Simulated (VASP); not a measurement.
Consider the following.

```
CoGa
1.0
    2.84293     0.00000     0.00000
    0.00000     2.84293     0.00000
    0.00000     0.00000     2.84293
Ga Co
1 1
Direct
  0.50000   0.50000   0.50000
  0.00000   0.00000   0.00000
```

Calculation: vdW-DF-cx, VASP's PBE PAW potentials (set 64) (plane waves; VASP). Run with 520 eV cut-off, 14×14×14 Γ-centred mesh, tetrahedra with Blöchl corrections, potentials Ga_d Co.

**Question.** Predict the energy per atom (σ→0), band gap (on the k-mesh) with the smallest direct gap where there is one.

**Answer.** 
The band gap (on the k-mesh) is none (metal, semimetal or under 0.01 eV). The energy per atom (σ→0) comes out as -2.592 eV/atom.

The absolute energy has meaning only against runs of the same code, potentials and settings.

The compound is CoGa in the CsCl type structure. It was relaxed first. The run is not spin-polarised, so no magnetic state was tried.
